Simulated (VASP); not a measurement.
Level of theory: PBEsol GGA, VASP's PBE PAW potentials (set 64) (plane waves; VASP).

Input for VASP

File POSCAR:
```
HfC
3.2214650
  0.0000000000   0.7071068598   0.7071068598
  0.7071068598   0.0000000000   0.7071068598
  0.7071068598   0.7071068598   0.0000000000
Hf C
1 1
Cart
  0.0000000000   0.0000000000   0.0000000000
  0.7071068598   0.7071068598   0.7071068598
```

INCAR:
```
SIGMA = 0.2   ! width (eV)
LWAVE = .FALSE.
ENCUT = 400   ! plane-wave cut-off (eV)
NELM = 100   ! most electronic steps
ISIF = 2
GGA = PS   ! PBEsol
LCHARG = .FALSE.
PREC = Accurate
LASPH = .TRUE.
ALGO = Normal   ! blocked Davidson
EDIFF = 1E-6   ! SCF stop (eV)
LREAL = .FALSE.   ! projection in real space or not
SYSTEM = HfC
LMAXMIX = 6   ! l cut-off of mixed one-centre charges
ISMEAR = 0
```

File KPOINTS:
```
Automatic mesh
0
Gamma
16 16 16
0 0 0
```

POTCAR, in this order: Hf_pv C (PBE.64 set). Program: vasp_std.

Output

File OUTCAR:
```
 ion  position               nearest neighbor table
   1  0.000  0.000  0.000-   2 2.28   2 2.28   2 2.28   2 2.28   2 2.28   2 2.28
   2  0.500  0.500  0.500-   1 2.28   1 2.28   1 2.28   1 2.28   1 2.28   1 2.28
  LATTYP: Found a face centered cubic cell.
 ALAT       =     4.5558400000
 Subroutine PRICEL returns:
 Original cell was already a primitive cell.
 Subroutine GETGRP returns: Found 48 space group operations
The static configuration has the point symmetry O_h .
The dynamic configuration has the point symmetry O_h .
 Subroutine INISYM returns: Found 48 space group operations
 Subroutine IBZKPT returns following result:
 Found    145 irreducible k-points:

 Following reciprocal coordinates:
            Coordinates               Weight
  0.000000  0.000000  0.000000      1.000000
  0.062500  0.000000  0.000000      8.000000
  0.125000  0.000000  0.000000      8.000000
  0.187500  0.000000  0.000000      8.000000
  0.250000  0.000000  0.000000      8.000000
  0.312500  0.000000  0.000000      8.000000
  0.375000  0.000000  0.000000      8.000000
  0.437500  0.000000  0.000000      8.000000
  0.500000  0.000000  0.000000      4.000000
  0.062500  0.062500  0.000000      6.000000
  0.125000  0.062500  0.000000     24.000000
  0.187500  0.062500  0.000000     24.000000
  0.250000  0.062500  0.000000     24.000000
  0.312500  0.062500  0.000000     24.000000
  0.375000  0.062500  0.000000     24.000000
  0.437500  0.062500  0.000000     24.000000
  0.500000  0.062500  0.000000     24.000000
 -0.437500  0.062500  0.000000     24.000000
 -0.375000  0.062500  0.000000     24.000000
 -0.312500  0.062500  0.000000     24.000000
 -0.250000  0.062500  0.000000     24.000000
 -0.187500  0.062500  0.000000     24.000000
 -0.125000  0.062500  0.000000     24.000000
 -0.062500  0.062500  0.000000     12.000000
  0.125000  0.125000  0.000000      6.000000
  0.187500  0.125000  0.000000     24.000000
  0.250000  0.125000  0.000000     24.000000
  0.312500  0.125000  0.000000     24.000000
  0.375000  0.125000  0.000000     24.000000
  0.437500  0.125000  0.000000     24.000000
  0.500000  0.125000  0.000000     24.000000
 -0.437500  0.125000  0.000000     24.000000
 -0.375000  0.125000  0.000000     24.000000
 -0.312500  0.125000  0.000000     24.000000
 -0.250000  0.125000  0.000000     24.000000
 -0.187500  0.125000  0.000000     24.000000
 -0.125000  0.125000  0.000000     12.000000
  0.187500  0.187500  0.000000      6.000000
  0.250000  0.187500  0.000000     24.000000
  0.312500  0.187500  0.000000     24.000000
   k-points           NKPTS =    145   k-points in BZ     NKDIM =    145   number of bands    NBANDS=     11
   number of dos      NEDOS =    301   number of ions     NIONS =      2
   total plane-waves  NPLWV =  13824
   dimension x,y,z NGX =    24 NGY =   24 NGZ =   24
   dimension x,y,z NGXF=    48 NGYF=   48 NGZF=   48
   ions per type =               1   1
   PREC   = accura    normal or accurate (medium, high low for compatibility)
   ISTART =      0    job   : 0-new  1-cont  2-samecut
   ICHARG =      2    charge: 1-file 2-atom 10-const
   ISPIN  =      1    spin polarized calculation?
   LNONCOLLINEAR =      F non collinear calculations
   LSORBIT =      F    spin-orbit coupling
   INIWAV =      1    electr: 0-lowe 1-rand  2-diag
   ENCUT  =  400.0 eV  29.40 Ry    5.42 a.u.   5.25  5.25  5.25*2*pi/ulx,y,z
   NELM   =    100;   NELMIN=  2; NELMDL= -5     # of ELM steps
   EDIFF  = 0.1E-05   stopping-criterion for ELM
   LREAL  =      F    real-space projection
   NLSPLINE    = F    spline interpolate recip. space projectors
   LMAXMIX     =    6 max onsite mixed and CHGCAR
...
```

OSZICAR:
```
       N       E                     dE             d eps       ncg     rms          rms(c)
DAV:   1     0.164731665734E+02    0.16473E+02   -0.67984E+03  3214   0.100E+03
DAV:   2    -0.236352808756E+02   -0.40108E+02   -0.38096E+02  4086   0.193E+02
DAV:   3    -0.249981243171E+02   -0.13628E+01   -0.13523E+01  4107   0.283E+01
DAV:   4    -0.250084413534E+02   -0.10317E-01   -0.10313E-01  3799   0.266E+00
DAV:   5    -0.250085610102E+02   -0.11966E-03   -0.11964E-03  4065   0.226E-01    0.649E+01
DAV:   6    -0.222549336598E+02    0.27536E+01   -0.16901E+01  3515   0.217E+01    0.448E+01
DAV:   7    -0.221946229456E+02    0.60311E-01   -0.51245E-01  3616   0.566E+00    0.237E+01
DAV:   8    -0.221845478933E+02    0.10075E-01   -0.32886E-02  3585   0.177E+00    0.409E+00
DAV:   9    -0.221813459296E+02    0.32020E-02   -0.15730E-02  3589   0.762E-01    0.178E+00
DAV:  10    -0.221811093474E+02    0.23658E-03   -0.95107E-04  3744   0.256E-01    0.150E-01
DAV:  11    -0.221811092268E+02    0.12055E-06   -0.62510E-05  3752   0.675E-02    0.479E-02
DAV:  12    -0.221811070743E+02    0.21525E-05   -0.34069E-06  3530   0.167E-02    0.343E-02
DAV:  13    -0.221811068601E+02    0.21418E-06   -0.16814E-07  1757   0.437E-03
   1 F= -.22181107E+02 E0= -.22178039E+02  d E =-.613627E-02
```

OUTCAR:
```
------------------------ aborting loop because EDIFF is reached ----------------------------------------
  FORCE on cell =-STRESS in cart. coord.  units (eV):
  Direction    XX          YY          ZZ          XY          YZ          ZX
  --------------------------------------------------------------------------------------
  Total        1.1382587      1.1382587      1.1382587     -0.0000000     -0.0000000      0.0000000
  in kB       77.1447127     77.1447127     77.1447127     -0.0000000     -0.0000000      0.0000000
  external PRESSURE =      77.1447127 kB  Pullay stress =       0.0000000 kB
  volume of cell :       23.64
      direct lattice vectors                 reciprocal lattice vectors
     0.000000000  2.277920000  2.277920000    -0.219498490  0.219498490  0.219498490
     2.277920000  0.000000000  2.277920000     0.219498490 -0.219498490  0.219498490
     2.277920000  2.277920000  0.000000000     0.219498490  0.219498490 -0.219498490
 POSITION                                       TOTAL-FORCE (eV/Angst)
 -----------------------------------------------------------------------------------
      0.00000      0.00000      0.00000        -0.000000      0.000000      0.000000
      2.27792      2.27792      2.27792         0.000000     -0.000000     -0.000000
 -----------------------------------------------------------------------------------
    total drift:                                0.000000     -0.000000     -0.000000
  FREE ENERGIE OF THE ION-ELECTRON SYSTEM (eV)
  ---------------------------------------------------
  free  energy   TOTEN  =       -22.1811068601 eV

  energy  without entropy=      -22.1749705928  energy(sigma->0) =      -22.17803873
```
(Selected blocks of OUTCAR.)

OUTCAR:
```
 val. band max:        6.2656628184   @ k =   0.0625   0.0625   0.0000

 cond. band min:       6.2744117772   @ k =  -0.0625   0.0625   0.0000


 Fermi energy:         6.2721501726

 k-point     1 :       0.0000    0.0000    0.0000
  band No.  band energies     occupation
      1     -22.9144      2.00000
      2     -22.9144      2.00000
      3     -22.9144      2.00000
      4      -6.3176      2.00000
      5       7.3524      0.00000
      6       7.3524      0.00000
      7       7.3524      0.00000
      8       7.6443      0.00000
      9       7.6443      0.00000
     10       7.6443      0.00000
     11       9.8408      0.00000

 k-point     2 :       0.0625    0.0000    0.0000
  band No.  band energies     occupation
      1     -22.9502      2.00000
      2     -22.9177      2.00000
      3     -22.9177      2.00000
      4      -6.2077      2.00000
      5       6.5311      0.06714
      6       6.7849      0.00029
      7       6.7849      0.00029
      8       7.8924      0.00000
      9       7.8924      0.00000
     10       8.2141      0.00000
     11      10.3804      0.00000

 k-point     3 :       0.1250    0.0000    0.0000
  band No.  band energies     occupation
      1     -23.0504      2.00000
      2     -22.9270      2.00000
      3     -22.9270      2.00000
      4      -5.8883      2.00000
      5       5.4314      2.00000
      6       5.9277      1.98514
      7       5.9277      1.98514
      8       8.2518      0.00000
      9       8.2518      0.00000
     10       8.6727      0.00000
     11      11.5307      0.00000

 k-point     4 :       0.1875    0.0000    0.0000
  band No.  band energies     occupation
      1     -23.1966      2.00000
      2     -22.9409      2.00000
      3     -22.9409      2.00000
      4      -5.3868      2.00000
      5       4.2771      2.00000
      6       5.1044      2.00000
      7       5.1044      2.00000
      8       8.7680      0.00000
      9       8.7680      0.00000
...
```

At this cut-off the stress carries a Pulay error, which pulls relaxed volumes low. Unless said otherwise, spin-orbit coupling is left out, though it shifts the bands of the heavy elements here.

The structure is a typed HfC crystal (Fm-3m). The cell was not relaxed at this level, and its volume differs by -5.9 % from the start's.
